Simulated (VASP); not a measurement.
A cell of Lu (hcp) near equilibrium:

```xyz
2
Lattice="1.7567 -3.0426 0.0000 1.7567 3.0426 0.0000 0.0000 0.0000 5.4844" Properties=species:S:1:pos:R:3 pbc="T T T"
Lu     1.7567     1.0142     1.3711
Lu     1.7567    -1.0142     4.1133
```

The numbers are results of PBE GGA, VASP's PBE PAW potentials (set 64) (plane waves; VASP 6.6.1), not measurements.

| run | ΔE (meV/atom) | σxx | σyy | σzz | largest shear component, with its sign (GPa) | largest force (eV/Å) |
|---|---|---|---|---|---|---|
| as it is | 0.0 | 0.13 | 0.13 | -0.07 | 0.00 | 0.000 |
| after one change | 7.4 | 0.87 | 0.87 | 2.94 | 0.00 | 0.000 |
Stress is in GPa, positive when the cell is compressed.

Which change was made?
(A) isotropic strain of +1.0 %
(B) isotropic strain of -1.5 %
(C) uniaxial strain of -3.0 % along z
(D) atom 1 (Lu) moved by 0.100 Å along y

C, uniaxial strain of -3.0 % along z

The compound is Lu in the hcp structure.
